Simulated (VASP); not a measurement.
# A VASP study of Ba2CoS3 (PBEsol + U): structure first, properties next, part 4 of 7

What structure does Ba2CoS3 take at this level, and what are its properties? The start is a computed cell from the Materials Project.

VASP 6.6.1; PBEsol, DFT+U (Co d 3 eV), spin-polarised from a ferromagnetic start; plane waves and PAW (Ba_sv, Co, S).

Still holding for the runs below: The magnetic state follows from one typed start and may not be the lowest.

So far, gap on the k-mesh (eV): step 2 (relaxing cell and atoms (PBEsol + U)) 0.586; step 3 (k-mesh 3×7×3) 0.599. The relaxed cell has a, b, c = 11.955, 4.187, 12.361 Å (conventional setting).

## (4) Single point with fields (PBEsol + U)

The relaxed cell gets a fresh self-consistent run, on a basis set for its own volume, to fix the density and to check the remaining stress.

Contents of INCAR:

```
SYSTEM = Ba2CoS3
PREC = Accurate
ENCUT = 400
EDIFF = 1E-06
NELM = 100
ISMEAR = 0
SIGMA = 0.05
LREAL = Auto
ALGO = Fast
GGA = PS
NBANDS = 135
ISPIN = 2
MAGMOM = 0 0 0 0 0 0 0 0 2 2 2 2 0 0 0 0 0 0 0 0 0 0 0 0
LDAU = .TRUE.
LDAUTYPE = 2
LDAUL = -1 2 -1
LDAUU = 0 3 0
LDAUJ = 0 0 0
LDAUPRINT = 1
LASPH = .TRUE.
LMAXMIX = 4
LORBIT = 11
LWAVE = .FALSE.
LCHARG = .TRUE.
NCORE = 2
ISIF = 2
LELF = .TRUE.
LVHAR = .TRUE.
```

Contents of POSCAR:

```
Ba2CoS3
1.0
   11.9553907722      0.0000000000      0.0000000000
    0.0000000000      4.1872664869      0.0000000000
    0.0000000000      0.0000000000     12.3608885890
Ba Co S
8 4 12
Direct
    0.0114822882      0.2500000000      0.8264270943
    0.4885177118      0.7500000000      0.3264270943
    0.5114822882      0.2500000000      0.6735729057
    0.9885177118      0.7500000000      0.1735729057
    0.1726261155      0.2500000000      0.4780588378
    0.8273738845      0.7500000000      0.5219411622
    0.6726261155      0.2500000000      0.0219411622
    0.3273738845      0.7500000000      0.9780588378
    0.2448678139      0.7500000000      0.6977865142
    0.7448678139      0.7500000000      0.8022134858
    0.7551321861      0.2500000000      0.3022134858
    0.2551321861      0.2500000000      0.1977865142
    0.7743410930      0.2500000000      0.7138539658
    0.2256589070      0.7500000000      0.2861460342
    0.2743410930      0.2500000000      0.7861460342
    0.7256589070      0.7500000000      0.2138539658
    0.4372014963      0.2500000000      0.1403063618
    0.5627985037      0.7500000000      0.8596936382
    0.9372014963      0.2500000000      0.3596936382
    0.3620383986      0.7500000000      0.5536477587
    0.1379616014      0.2500000000      0.0536477587
    0.8620383986      0.7500000000      0.9463522413
    0.6379616014      0.2500000000      0.4463522413
    0.0627985037      0.7500000000      0.6403063618
```

Contents of KPOINTS:

```
Automatic mesh
0
Gamma
3 7 3
0 0 0
```

The projector-augmented-wave data sets are Ba_sv, Co and S (PBE family, release 64).

Started as:

```sh
$ mpirun -np 8 vasp_std
```

Output:

```text
[banner, memory and clock lines left out]
running    8 mpi-ranks, on    1 nodes
 distrk:  each k-point on    8 cores,    1 groups
 distr:  one band on    2 cores,    4 groups

 POSCAR found type information on POSCAR BaCoS
 POSCAR found :  3 types and      24 ions
 [... a notice as in an earlier step ...]

 LDA part: xc-table for (Slater+PW92), standard interpolation
|                                                                             |
|           W    W    AA    RRRRR   N    N  II  N    N   GGGG   !!!           |
|           W    W   A  A   R    R  NN   N  II  NN   N  G    G  !!!           |
|           W    W  A    A  R    R  N N  N  II  N N  N  G       !!!           |
|           W WW W  AAAAAA  RRRRR   N  N N  II  N  N N  G  GGG   !            |
|           WW  WW  A    A  R   R   N   NN  II  N   NN  G    G                |
|           W    W  A    A  R    R  N    N  II  N    N   GGGG   !!!           |
|                                                                             |
|     The number of bands has been changed from the values supplied in        |
|     The orbitals not found in the WAVECAR file will be initialized with     |
|     random numbers, which is usually adequate. For correlated               |
|     calculations, however, you should redo the groundstate calculation.     |
|     I found NBANDS = 135. Now, NBANDS = 136.                                |
|                                                                             |

 POSCAR, INCAR and KPOINTS ok, starting setup
 FFT: planning ... GRIDC
 FFT: planning ... GRID_SOFT
 FFT: planning ... GRID
 WAVECAR not read
 entering main loop
       N       E                     dE             d eps       ncg     rms          rms(c)
DAV:   1     0.141028228644E+04    0.14103E+04   -0.65523E+04  8704   0.103E+03
DAV:   2     0.503668544718E+02   -0.13599E+04   -0.12688E+04  9344   0.263E+02
DAV:   3    -0.126619976625E+03   -0.17699E+03   -0.17185E+03 10712   0.109E+02
DAV:   4    -0.137857287937E+03   -0.11237E+02   -0.11104E+02 12592   0.284E+01
DAV:   5    -0.138511616041E+03   -0.65433E+00   -0.65349E+00 13728   0.584E+00    0.399E+01
RMM:   6    -0.174778613289E+03   -0.36267E+02   -0.34344E+02 11458   0.604E+01    0.997E+01
RMM:   7    -0.132712436919E+03    0.42066E+02   -0.67010E+01  9524   0.284E+01    0.302E+01
RMM:   8    -0.127384542944E+03    0.53279E+01   -0.20364E+01  9599   0.142E+01    0.143E+01
RMM:   9    -0.129370943128E+03   -0.19864E+01   -0.32422E+00 11292   0.327E+00    0.949E+00
RMM:  10    -0.129154314569E+03    0.21663E+00   -0.19587E+00 12163   0.296E+00    0.467E+00
RMM:  11    -0.129179808428E+03   -0.25494E-01   -0.77801E-01 12745   0.175E+00    0.195E+00
RMM:  12    -0.129270792641E+03   -0.90984E-01   -0.23484E-01 13872   0.894E-01    0.121E+00
RMM:  13    -0.129295149797E+03   -0.24357E-01   -0.56814E-02 14252   0.464E-01    0.856E-01
RMM:  14    -0.129308460048E+03   -0.13310E-01   -0.22524E-02 14666   0.300E-01    0.552E-01
RMM:  15    -0.129314021512E+03   -0.55615E-02   -0.12812E-02 14657   0.213E-01    0.276E-01
RMM:  16    -0.129316716309E+03   -0.26948E-02   -0.62033E-03 14988   0.144E-01    0.127E-01
RMM:  17    -0.129318031838E+03   -0.13155E-02   -0.25434E-03 16359   0.838E-02    0.952E-02
RMM:  18    -0.129319386397E+03   -0.13546E-02   -0.14821E-03 15628   0.772E-02    0.785E-02
RMM:  19    -0.129320101221E+03   -0.71482E-03   -0.93632E-04 15715   0.504E-02    0.687E-02
RMM:  20    -0.129321260380E+03   -0.11592E-02   -0.15184E-03 13698   0.981E-02    0.561E-02
RMM:  21    -0.129321848904E+03   -0.58852E-03   -0.14858E-03 14016   0.875E-02    0.403E-02
RMM:  22    -0.129322054081E+03   -0.20518E-03   -0.36711E-04 14489   0.340E-02    0.220E-02
RMM:  23    -0.129322124336E+03   -0.70255E-04   -0.20487E-04 13676   0.319E-02    0.139E-02
RMM:  24    -0.129322151740E+03   -0.27403E-04   -0.16163E-04 13428   0.245E-02    0.896E-03
RMM:  25    -0.129322167532E+03   -0.15792E-04   -0.53851E-05 13402   0.112E-02    0.370E-03
WARNING in EDDRMM: call to ZHEGV failed, returncode =   6  3     23
RMM:  26    -0.129322170696E+03   -0.31644E-05   -0.16684E-05 11040   0.576E-03    0.215E-03
WARNING in EDDRMM: call to ZHEGV failed, returncode =   6  3     15
 num prob  num prob RMM:  27    -0.129322171575E+03   -0.87872E-06   -0.78139E-06  9888   0.375E-03
   1 F= -.12932217E+03 E0= -.12932217E+03  d E =-.833229E-11  mag=    11.9998
```

Run time: 5.9 min. Hardware: 8 MPI ranks of Intel Xeon 6975P-C (Granite Rapids), shared host; peak memory 2.6 GiB.

OUTCAR, selected parts (step 4):

```text
 Found     16 irreducible k-points:

   k-points           NKPTS =     16   k-points in BZ     NKDIM =     16   number of bands    NBANDS=    136

   NELECT =     188.0000    total number of electrons

atom =   9  type =  2  l = 2

 onsite density matrix

spin component  1

  0.9511  0.0013  0.0000 -0.0000  0.0000
  0.0013  0.9570  0.0000 -0.0000 -0.0000
  0.0000  0.0000  0.9483 -0.0056 -0.0020
 -0.0000 -0.0000 -0.0056  0.9544 -0.0007
  0.0000 -0.0000 -0.0020 -0.0007  0.9614

spin component  2

  0.8671 -0.2166 -0.0000 -0.0000 -0.0000
 -0.2166  0.1880  0.0000 -0.0000  0.0000
 -0.0000  0.0000  0.7496  0.2940  0.0660
 -0.0000 -0.0000  0.2940  0.3858  0.0320
 -0.0000  0.0000  0.0660  0.0320  0.2217

 occupancies and eigenvectors

  o =  0.1248  v =  0.0000  0.0000  0.0000  0.0000  0.0000  0.2801  0.9600  0.0000  0.0000  0.0000      0.0000  0.0000  0.0000  0.0000  0.0000  0.0000  0.0000  0.0000  0.0000  0.0000
  o =  0.2123  v =  0.0000  0.0000  0.0000  0.0000  0.0000  0.0000 -0.0000 -0.2749  0.2970  0.9145      0.0000  0.0000  0.0000  0.0000  0.0000  0.0000  0.0000  0.0000  0.0000  0.0000
  o =  0.2237  v =  0.0000  0.0000  0.0000  0.0000  0.0000  0.0000  0.0000 -0.4113  0.8234 -0.3910      0.0000  0.0000  0.0000  0.0000  0.0000  0.0000  0.0000  0.0000  0.0000  0.0000
  o =  0.9211  v =  0.0000  0.0000  0.0000  0.0000  0.0000  0.0000 -0.0000  0.8691  0.4836  0.1042      0.0000  0.0000  0.0000  0.0000  0.0000  0.0000  0.0000  0.0000  0.0000  0.0000
  o =  0.9303  v =  0.0000  0.0000  0.0000  0.0000  0.0000 -0.9600  0.2801  0.0000  0.0000  0.0000      0.0000  0.0000  0.0000  0.0000  0.0000  0.0000  0.0000  0.0000  0.0000  0.0000
  o =  0.9448  v =  0.0000  0.0000 -0.8546 -0.5045 -0.1232  0.0000  0.0000  0.0000  0.0000  0.0000      0.0000  0.0000  0.0000  0.0000  0.0000  0.0000  0.0000  0.0000  0.0000  0.0000
  o =  0.9508  v = -0.9799  0.1994  0.0000 -0.0000  0.0000  0.0000  0.0000  0.0000  0.0000  0.0000      0.0000  0.0000  0.0000  0.0000  0.0000  0.0000  0.0000  0.0000  0.0000  0.0000
  o =  0.9572  v = -0.1994 -0.9799 -0.0000  0.0000 -0.0000  0.0000  0.0000  0.0000  0.0000  0.0000      0.0000  0.0000  0.0000  0.0000  0.0000  0.0000  0.0000  0.0000  0.0000  0.0000
  o =  0.9576  v =  0.0000 -0.0000  0.4943 -0.8629  0.1050  0.0000  0.0000  0.0000  0.0000  0.0000      0.0000  0.0000  0.0000  0.0000  0.0000  0.0000  0.0000  0.0000  0.0000  0.0000
  o =  0.9617  v =  0.0000  0.0000  0.1593 -0.0289 -0.9868  0.0000  0.0000  0.0000  0.0000  0.0000      0.0000  0.0000  0.0000  0.0000  0.0000  0.0000  0.0000  0.0000  0.0000  0.0000

atom =  10  type =  2  l = 2

 onsite density matrix

spin component  1

  0.9511 -0.0013  0.0000 -0.0000  0.0000
 -0.0013  0.9570  0.0000  0.0000 -0.0000
  0.0000  0.0000  0.9483  0.0056 -0.0020
 -0.0000  0.0000  0.0056  0.9544  0.0007
  0.0000 -0.0000 -0.0020  0.0007  0.9614

spin component  2

  0.8671  0.2166 -0.0000  0.0000 -0.0000
  0.2166  0.1880  0.0000 -0.0000  0.0000
 -0.0000  0.0000  0.7496 -0.2940  0.0660
  0.0000 -0.0000 -0.2940  0.3858 -0.0320
 -0.0000  0.0000  0.0660 -0.0320  0.2217

 occupancies and eigenvectors

  o =  0.1248  v =  0.0000  0.0000  0.0000  0.0000  0.0000 -0.2801  0.9600 -0.0000  0.0000 -0.0000      0.0000  0.0000  0.0000  0.0000  0.0000  0.0000  0.0000  0.0000  0.0000  0.0000
  o =  0.2123  v =  0.0000  0.0000  0.0000  0.0000  0.0000  0.0000  0.0000 -0.2749 -0.2970  0.9145      0.0000  0.0000  0.0000  0.0000  0.0000  0.0000  0.0000  0.0000  0.0000  0.0000
  o =  0.2237  v =  0.0000  0.0000  0.0000  0.0000  0.0000  0.0000  0.0000  0.4113  0.8234  0.3910      0.0000  0.0000  0.0000  0.0000  0.0000  0.0000  0.0000  0.0000  0.0000  0.0000
  o =  0.9211  v =  0.0000  0.0000  0.0000  0.0000  0.0000  0.0000  0.0000  0.8691 -0.4836  0.1042      0.0000  0.0000  0.0000  0.0000  0.0000  0.0000  0.0000  0.0000  0.0000  0.0000
  o =  0.9303  v =  0.0000  0.0000  0.0000  0.0000  0.0000 -0.9600 -0.2801  0.0000 -0.0000  0.0000      0.0000  0.0000  0.0000  0.0000  0.0000  0.0000  0.0000  0.0000  0.0000  0.0000
  o =  0.9448  v =  0.0000 -0.0000 -0.8546  0.5045 -0.1232  0.0000  0.0000  0.0000  0.0000  0.0000      0.0000  0.0000  0.0000  0.0000  0.0000  0.0000  0.0000  0.0000  0.0000  0.0000
  o =  0.9508  v = -0.9799 -0.1994  0.0000 -0.0000  0.0000  0.0000  0.0000  0.0000  0.0000  0.0000      0.0000  0.0000  0.0000  0.0000  0.0000  0.0000  0.0000  0.0000  0.0000  0.0000
  o =  0.9572  v =  0.1994 -0.9799  0.0000 -0.0000  0.0000  0.0000  0.0000  0.0000  0.0000  0.0000      0.0000  0.0000  0.0000  0.0000  0.0000  0.0000  0.0000  0.0000  0.0000  0.0000
  o =  0.9576  v =  0.0000 -0.0000 -0.4943 -0.8629 -0.1050  0.0000  0.0000  0.0000  0.0000  0.0000      0.0000  0.0000  0.0000  0.0000  0.0000  0.0000  0.0000  0.0000  0.0000  0.0000
  o =  0.9617  v =  0.0000 -0.0000  0.1593  0.0289 -0.9868  0.0000  0.0000  0.0000  0.0000  0.0000      0.0000  0.0000  0.0000  0.0000  0.0000  0.0000  0.0000  0.0000  0.0000  0.0000

atom =  11  type =  2  l = 2

 onsite density matrix

spin component  1

  0.9511  0.0013  0.0000 -0.0000 -0.0000
  0.0013  0.9570  0.0000 -0.0000  0.0000
  0.0000  0.0000  0.9483 -0.0056 -0.0020
 -0.0000 -0.0000 -0.0056  0.9544 -0.0007
 -0.0000  0.0000 -0.0020 -0.0007  0.9614

spin component  2

  0.8671 -0.2166 -0.0000 -0.0000  0.0000
 -0.2166  0.1880  0.0000  0.0000 -0.0000
 -0.0000  0.0000  0.7496  0.2940  0.0660
[...]
o =  0.2123  v =  0.0000  0.0000  0.0000  0.0000  0.0000  0.0000  0.0000 -0.2749 -0.2970  0.9145      0.0000  0.0000  0.0000  0.0000  0.0000  0.0000  0.0000  0.0000  0.0000  0.0000
  o =  0.2237  v =  0.0000  0.0000  0.0000  0.0000  0.0000  0.0000 -0.0000 -0.4113 -0.8234 -0.3910      0.0000  0.0000  0.0000  0.0000  0.0000  0.0000  0.0000  0.0000  0.0000  0.0000
  o =  0.9211  v =  0.0000  0.0000  0.0000  0.0000  0.0000  0.0000  0.0000  0.8691 -0.4836  0.1042      0.0000  0.0000  0.0000  0.0000  0.0000  0.0000  0.0000  0.0000  0.0000  0.0000
  o =  0.9303  v =  0.0000  0.0000  0.0000  0.0000  0.0000 -0.9600 -0.2801 -0.0000 -0.0000  0.0000      0.0000  0.0000  0.0000  0.0000  0.0000  0.0000  0.0000  0.0000  0.0000  0.0000
  o =  0.9448  v =  0.0000 -0.0000 -0.8546  0.5045 -0.1232  0.0000  0.0000  0.0000  0.0000  0.0000      0.0000  0.0000  0.0000  0.0000  0.0000  0.0000  0.0000  0.0000  0.0000  0.0000
  o =  0.9508  v = -0.9799 -0.1994  0.0000 -0.0000  0.0000  0.0000  0.0000  0.0000  0.0000  0.0000      0.0000  0.0000  0.0000  0.0000  0.0000  0.0000  0.0000  0.0000  0.0000  0.0000
  o =  0.9572  v =  0.1994 -0.9799  0.0000 -0.0000  0.0000  0.0000  0.0000  0.0000  0.0000  0.0000      0.0000  0.0000  0.0000  0.0000  0.0000  0.0000  0.0000  0.0000  0.0000  0.0000
  o =  0.9576  v =  0.0000  0.0000  0.4943  0.8629  0.1050  0.0000  0.0000  0.0000  0.0000  0.0000      0.0000  0.0000  0.0000  0.0000  0.0000  0.0000  0.0000  0.0000  0.0000  0.0000
  o =  0.9617  v =  0.0000  0.0000 -0.1593 -0.0289  0.9868  0.0000  0.0000  0.0000  0.0000  0.0000      0.0000  0.0000  0.0000  0.0000  0.0000  0.0000  0.0000  0.0000  0.0000  0.0000

 E-fermi :   3.3594

 k-point     2 :       0.3333    0.0000    0.0000
  band No.  band energies     occupation
    ...
     96       2.6923      1.00000
     97       2.7124      1.00000
     98       2.8042      1.00000
     99       2.8954      1.00000
    100       3.0593      1.00000
    101       4.8412      0.00000
    102       5.2147      0.00000
    103       5.5486      0.00000
    104       5.6045      0.00000
    105       6.0248      0.00000
    ...

 k-point     3 :       0.0000    0.1429    0.0000
  band No.  band energies     occupation
    ...
     96       2.5934      1.00000
     97       2.6135      1.00000
     98       2.6963      1.00000
     99       2.9623      1.00000
    100       3.0467      1.00000
    101       5.1571      0.00000
    102       5.8902      0.00000
    103       6.0139      0.00000
    104       6.0329      0.00000
    105       6.3389      0.00000
    ...

 k-point     5 :       0.0000    0.2857    0.0000
  band No.  band energies     occupation
    ...
     96       2.4887      1.00000
     97       2.5341      1.00000
     98       2.5753      1.00000
     99       2.7583      1.00000
    100       2.8119      1.00000
    101       5.7851      0.00000
    102       6.1890      0.00000
    103       6.3354      0.00000
    104       6.5874      0.00000
    105       6.6000      0.00000
    ...

 k-point     6 :       0.3333    0.2857    0.0000
  band No.  band energies     occupation
    ...
     96       2.4317      1.00000
     97       2.5262      1.00000
     98       2.5915      1.00000
     99       2.7018      1.00000
    100       2.7665      1.00000
    101       5.8518      0.00000
    102       6.0968      0.00000
    103       6.2342      0.00000
    104       6.3098      0.00000
    105       6.7707      0.00000
    ...

  Total       -0.0941400     -0.0614020     -0.0234647      0.0000000      0.0000000      0.0000000
  in kB       -0.2437478     -0.1589824     -0.0607548      0.0000000      0.0000000      0.0000000
  external PRESSURE =      -0.1544950 kB  Pullay stress =       0.0000000 kB

 POSITION                                       TOTAL-FORCE (eV/Angst)
 -----------------------------------------------------------------------------------
      0.13728      1.04682     10.21537         0.001611     -0.000000      0.000478
      5.84042      3.14045      4.03493        -0.001611     -0.000000      0.000478
      6.11497      1.04682      8.32596         0.001611      0.000000     -0.000478
     11.81812      3.14045      2.14552        -0.001611     -0.000000     -0.000478
      2.06381      1.04682      5.90923         0.001685     -0.000000      0.005062
      9.89158      3.14045      6.45166        -0.001685     -0.000000     -0.005062
      8.04151      1.04682      0.27121         0.001685     -0.000000     -0.005062
      3.91388      3.14045     12.08968        -0.001685     -0.000000      0.005062
      2.92749      3.14045      8.62526         0.006303      0.000000     -0.003283
      8.90519      3.14045      9.91607         0.006303     -0.000000      0.003283
      9.02790      1.04682      3.73563        -0.006303      0.000000      0.003283
      3.05020      1.04682      2.44482        -0.006303     -0.000000     -0.003283
      9.25755      1.04682      8.82387        -0.000643     -0.000000      0.000820
      2.69784      3.14045      3.53702         0.000643      0.000000     -0.000820
      3.27985      1.04682      9.71746        -0.000643      0.000000     -0.000820
      8.67554      3.14045      2.64343         0.000643     -0.000000      0.000820
      5.22691      1.04682      1.73431         0.007783     -0.000000      0.003061
      6.72848      3.14045     10.62658        -0.007783     -0.000000     -0.003061
     11.20461      1.04682      4.44613         0.007783     -0.000000     -0.003061
      4.32831      3.14045      6.84358         0.000272     -0.000000     -0.003863
      1.64938      1.04682      0.66313        -0.000272      0.000000     -0.003863
     10.30601      3.14045     11.69775         0.000272     -0.000000      0.003863
      7.62708      1.04682      5.51731        -0.000272     -0.000000      0.003863
      0.75078      3.14045      7.91476        -0.007783      0.000000      0.003061
 -----------------------------------------------------------------------------------
    total drift:                               -0.000000      0.000000      0.000000

  FREE ENERGIE OF THE ION-ELECTRON SYSTEM (eV)
  ---------------------------------------------------
  free  energy   TOTEN  =      -129.3221715750 eV

  energy  without entropy=     -129.3221715750  energy(sigma->0) =     -129.32217157

[... 17 parts as in an earlier step ...]

[... 2 further parts left out ...]
```

With spin, VASP writes an ELF for each channel.

Numbers from this step:

- SCF cycles: 27
- bands: 136
- Fermi energy: 3.359 eV
- pressure: -0.01545 GPa

Valence electrons inside each PAW sphere by angular momentum. Sphere charges, by row:

```csv
atom,s (e),p (e),d (e),tot (e)
Ba1,2.006,5.601,0.314,7.921
Ba2,2.006,5.601,0.314,7.921
Ba3,2.006,5.601,0.314,7.921
Ba4,2.006,5.601,0.314,7.921
Ba5,2.003,5.599,0.299,7.901
Ba6,2.003,5.599,0.299,7.901
Ba7,2.003,5.599,0.299,7.901
Ba8,2.003,5.599,0.299,7.901
Co9,0.387,0.421,7.161,7.969
Co10,0.387,0.421,7.161,7.969
Co11,0.387,0.421,7.161,7.969
Co12,0.387,0.421,7.161,7.969
S13,1.313,2.403,0,3.716
S14,1.313,2.403,0,3.716
S15,1.313,2.403,0,3.716
S16,1.313,2.403,0,3.716
S17,1.317,2.415,0,3.731
S18,1.317,2.415,0,3.731
S19,1.317,2.415,0,3.731
S20,1.318,2.416,0,3.734
S21,1.318,2.416,0,3.734
S22,1.318,2.416,0,3.734
S23,1.318,2.416,0,3.734
S24,1.317,2.415,0,3.731
```

Spin density in the ac plane at fractional y = 0.250, with atoms of Ba and Co and S within 0.2 Å of it.

Ten even steps from '0' (0.0 e/Å³) to '9' (2.7 e/Å³), each cell a mean:
```
0000000000000000000000000000000000
0000000000000000000000000000000000
0000000000000000000000000000000000
0000000000000000000000000000000000
0000000000000000000000000000000000
0000000000000000000000000000000000
0000000000000000000000000000000000
0000000000000000000000000000000000
0000000000000000000000000000000000
0000000000000000000000000000000000
0000000000000000000000000000000000
0000000000000000000000000000000000
0000000000000000000000000000000000
0000000000000000000000000000000000
0000000000000000000000000000000000
0000000000000000000000001321000000
0000000000000000000000014994000000
0000000001000000000000001342000000
0000000377300000000000000000000000
0000000387300000000000000000000000
0000000010000000000000000000000000
0000000000000000000000000000000000
0000000000000000000000000000000000
0000000000000000000000000000000000
```
Columns run along a (12.0 Å), rows up along c (12.4 Å). Atoms in or near the plane, at fractional coordinates: Ba at (0.01, 0.83), Ba at (0.51, 0.67), Ba at (0.17, 0.48), Ba at (0.67, 0.02), Co at (0.76, 0.30), Co at (0.26, 0.20), S at (0.77, 0.71), S at (0.27, 0.79), S at (0.44, 0.14), S at (0.94, 0.36), S at (0.14, 0.05), S at (0.64, 0.45).

[end of part 4 of 7]

[Lines on the potential files, build, host, timing and source positions are cut from VASP's logs without a mark.]

[Logs are printed without paths, hosts, clocks, repeated set-up lines and the standing remarks that a program may print on its own settings, such as how far it seeks lower states.]

[Hosts, paths, dates, database ids (printed as entryN), source tags and the programs' standing remarks are cut or masked in the printed files.]

[A measured line is paired with the nearest computed mode of its activity, which favours agreement.]

[In band tables of VASP the shares of atoms and orbitals are scaled to a sum of 1 inside the atoms' spheres.]
